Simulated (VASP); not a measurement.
Data:

```yaml
crystal:
  lattice:
    - [0.00000, 2.65878, 2.65878]
    - [2.65878, 0.00000, 2.65878]
    - [2.65878, 2.65878, 0.00000]
  atoms:
    - { symbol: Cd, position: [0.00000, 0.00000, 0.00000] }
    - { symbol: F, position: [0.25000, 0.25000, 0.25000] }
    - { symbol: F, position: [0.75000, 0.75000, 0.75000] }
```

Calculation: PBEsol GGA, VASP's PBE PAW potentials (set 64) (plane waves; VASP). Settings: 600 eV cut-off, 6×6×6 Γ-centred mesh, Gaussian smearing of 0.050 eV, potentials Cd F.

Problem. What does the run give for the energy per atom (σ→0), pressure?

Solution. 
```
Property                       Result
---------------------  --------------
energy per atom (σ→0)  -3.856 eV/atom
pressure                     5.23 GPa
```

The compound is CdF2 in the fluorite structure. This cell was strained or had an atom moved on purpose.
